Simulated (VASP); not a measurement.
All values below come from PBE GGA, VASP's PBE PAW potentials (set 64) (plane waves; VASP 6.6.1).

The input files of a VASP run:

INCAR:
```
SYSTEM = Ir
PREC = Accurate
ENCUT = 400
EDIFF = 1E-6
NELM = 100
ALGO = Normal
LREAL = Auto
LASPH = .TRUE.
ISMEAR = 1
SIGMA = 0.1
GGA = PE
LMAXMIX = 6
LWAVE = .FALSE.
LCHARG = .FALSE.
ISIF = 2
```

**POSCAR**
```
Ir
1
    0.0000000000     1.9200000000     1.9200000000
    1.9200000000     0.0000000000     1.9200000000
    1.9200000000     1.9200000000     0.0000000000
Ir
1
Direct
  0.0000000000   0.0000000000   0.0000000000
```

KPOINTS:
```
Automatic
0
Gamma
  15 15 15
```

POTCAR, in this order: Ir (PBE.64 set). Program: vasp_std.

The run wrote:

**OSZICAR**
```
       N       E                     dE             d eps       ncg     rms          rms(c)
DAV:   1     0.310446616640E+02    0.31045E+02   -0.38087E+03  2080   0.814E+02
DAV:   2    -0.890412171015E+01   -0.39949E+02   -0.37747E+02  1928   0.180E+02
DAV:   3    -0.939807153921E+01   -0.49395E+00   -0.49342E+00  2752   0.268E+01
DAV:   4    -0.940111251838E+01   -0.30410E-02   -0.30408E-02  2552   0.152E+00
DAV:   5    -0.940112360991E+01   -0.11092E-04   -0.11092E-04  2784   0.595E-02    0.152E+01
DAV:   6    -0.894058520018E+01    0.46054E+00   -0.94863E-01  2216   0.135E+01    0.629E+00
DAV:   7    -0.885140871502E+01    0.89176E-01   -0.31873E-01  2488   0.731E+00    0.153E+00
DAV:   8    -0.884635150687E+01    0.50572E-02   -0.18952E-03  2104   0.670E-01    0.667E-01
DAV:   9    -0.884498485513E+01    0.13667E-02   -0.11210E-03  2472   0.547E-01    0.115E-02
DAV:  10    -0.884499106077E+01   -0.62056E-05   -0.46860E-06  2616   0.221E-02    0.746E-03
DAV:  11    -0.884499147797E+01   -0.41720E-06   -0.25325E-07  1648   0.546E-03
   1 F= -.88449915E+01 E0= -.88448722E+01  d E =-.357892E-03
```

**OUTCAR**
```
------------------------ aborting loop because EDIFF is reached ----------------------------------------
  FORCE on cell =-STRESS in cart. coord.  units (eV):
  Direction    XX          YY          ZZ          XY          YZ          ZX
  --------------------------------------------------------------------------------------
  Total        0.8289623      0.8289623      0.8289623      0.0000000      0.0000000     -0.0000000
  in kB       93.8235110     93.8235110     93.8235110      0.0000000      0.0000000     -0.0000000
  external PRESSURE =      93.8235110 kB  Pullay stress =       0.0000000 kB
  volume of cell :       14.16
      direct lattice vectors                 reciprocal lattice vectors
     0.000000000  1.920000000  1.920000000    -0.260416667  0.260416667  0.260416667
     1.920000000  0.000000000  1.920000000     0.260416667 -0.260416667  0.260416667
     1.920000000  1.920000000  0.000000000     0.260416667  0.260416667 -0.260416667
 POSITION                                       TOTAL-FORCE (eV/Angst)
 -----------------------------------------------------------------------------------
      0.00000      0.00000      0.00000         0.000000      0.000000      0.000000
 -----------------------------------------------------------------------------------
    total drift:                                0.000000     -0.000000      0.000000
  FREE ENERGIE OF THE ION-ELECTRON SYSTEM (eV)
  ---------------------------------------------------
  free  energy   TOTEN  =        -8.8449914780 eV

  energy  without entropy=       -8.8446335858  energy(sigma->0) =       -8.84487218
```
(Selected blocks of OUTCAR.)

File OUTCAR:
```
 val. band max:       10.4531279117   @ k =  -0.3333   0.2667   0.0667

 cond. band min:      10.4755647574   @ k =  -0.3333   0.2000   0.0667


 Fermi energy:        10.4657852819

 k-point     1 :       0.0000    0.0000    0.0000
  band No.  band energies     occupation
      1      -0.7175      2.00000
      2       6.5123      2.00000
      3       6.5123      2.00000
      4       6.5123      2.00000
      5       9.1988      2.00000
      6       9.1988      2.00000
      7      24.7217      0.00000
      8      30.3057      0.00000

 k-point     2 :       0.0667    0.0000    0.0000
  band No.  band energies     occupation
      1      -0.5202      2.00000
      2       6.4076      2.00000
      3       6.5976      2.00000
      4       6.5976      2.00000
      5       9.1443      2.00000
      6       9.1443      2.00000
      7      25.0620      0.00000
      8      29.2936      0.00000

 k-point     3 :       0.1333    0.0000    0.0000
  band No.  band energies     occupation
      1       0.0416      2.00000
      2       6.1590      2.00000
      3       6.8043      2.00000
      4       6.8043      2.00000
      5       9.0476      2.00000
      6       9.0476      2.00000
      7      25.9491      0.00000
      8      27.4881      0.00000

 k-point     4 :       0.2000    0.0000    0.0000
  band No.  band energies     occupation
      1       0.8569      2.00000
      2       5.9518      2.00000
      3       6.9689      2.00000
      4       6.9689      2.00000
      5       9.1087      2.00000
      6       9.1087      2.00000
      7      25.5613      0.00000
      8      27.0096      0.00000

 k-point     5 :       0.2667    0.0000    0.0000
  band No.  band energies     occupation
      1       1.6750      2.00000
      2       6.0916      2.00000
      3       6.9235      2.00000
      4       6.9235      2.00000
      5       9.5143      2.00000
      6       9.5143      2.00000
      7      23.7090      0.00000
...
```

Unless said otherwise, spin-orbit coupling is left out, though it shifts the bands of the heavy elements here.

The compound is Ir in the fcc structure. The cell was not relaxed at this level. The run is one of a series of settings (LREAL = Auto against the base run), some of them coarse on purpose.
